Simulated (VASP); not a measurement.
K in VASP: convergence with PREC

Slab: K, a slab with vacuum.

```
K
1.0
     4.53451    0.00000    0.00000
    -1.51150    4.27518    0.00000
     0.00000    0.00000   22.40482
K
3
Direct
  0.50000 0.50000 0.33475
  0.00000 0.00000 0.50000
  0.50000 0.50000 0.66525
```

```yaml
Program: VASP 6.6.1
Task: single point
Functional: PBE
Potentials_or_basis: VASP PAW PBE potentials, release 64 (K_sv_GW)
Cutoff: 600 eV
k_mesh: 5 × 5 × 1
Occupations: gaussian, width 0.02 eV
Spin: no spin polarisation
```

These are the settings of the first run; the series varies PREC, with any setting tied to it.

Hardware: 1 thread of AMD EPYC 7R43 64-Core Processor (Zen 3) (shared host).

Q: The values tried are Low, Medium, Single, Normal, High, Accurate, loosest first. From which on does the largest force stay within 0.005 eV/Å of the tightest run that finished?

A: From High on.

| PREC | energy less the tightest run, at zero smearing (meV/atom) | largest force (eV/Å) | SCF cycles | CPU time (s) | peak memory (GiB) |
| --- | --- | --- | --- | --- | --- |
| Low | -0.02 | 0.017 | 24 | 150 | 0.2 |
| Medium | -0.03 | 0.018 | 24 | 160 | 0.19 |
| Single | 0.00 | 0.017 | 24 | 370 | 0.23 |
| Normal | 0.00 | 0.026 | 26 | 190 | 0.34 |
| High | 0.00 | 0.017 | 24 | 350 | 0.22 |
| Accurate | 0.00 | 0.018 | 25 | 390 | 0.48 |

Against the tightest run, the energy stays within 1 meV/atom from Low on. The tightest run that finished is the yardstick and may itself not be fully converged.
